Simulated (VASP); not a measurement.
YZn:

```xyz
2
Lattice="3.5787 0.0000 0.0000 0.0000 3.5787 0.0000 0.0000 0.0000 3.5787" Properties=species:S:1:pos:R:3 pbc="T T T"
Y     0.0000    0.0000    0.0000
Zn    1.7893    1.7893    1.7893
```

* Program: VASP 6.6.1
* Task: relaxation of cell and atoms
* Functional: LDA
* Potentials or basis: VASP PAW LDA potentials, release 64 (Y_sv, Zn)
* Cutoff: 600 eV
* k mesh: 12 × 12 × 12
* Occupations: gaussian, width 0.1 eV
* Spin: no spin polarisation

At the start: pressure -5.3 GPa; volume 22.92 Å³/atom.

Problem. How do energy, volume and symmetry change on relaxing?

Solution. Over 3 steps the energy falls by 34.6 meV/atom and the volume is 20.98 Å³/atom (-8.5 %); space group Pm-3m (No. 221, to 0.05 Å).

The path:
```
step  energy change (eV)  largest force (eV/Å)  pressure (GPa)  volume (Å³)
   1              0.0000                0.0000           -5.33        45.83
   2             -0.0636                0.0000            1.84        40.96
   3             -0.0693                0.0000            0.01        41.96
```

Final structure:
```xyz
2
Lattice="3.4748 0.0000 0.0000 0.0000 3.4748 0.0000 0.0000 0.0000 3.4748" Properties=species:S:1:pos:R:3 pbc="T T T"
Y     0.0000    0.0000    0.0000
Zn    1.7374    1.7374    1.7374
```
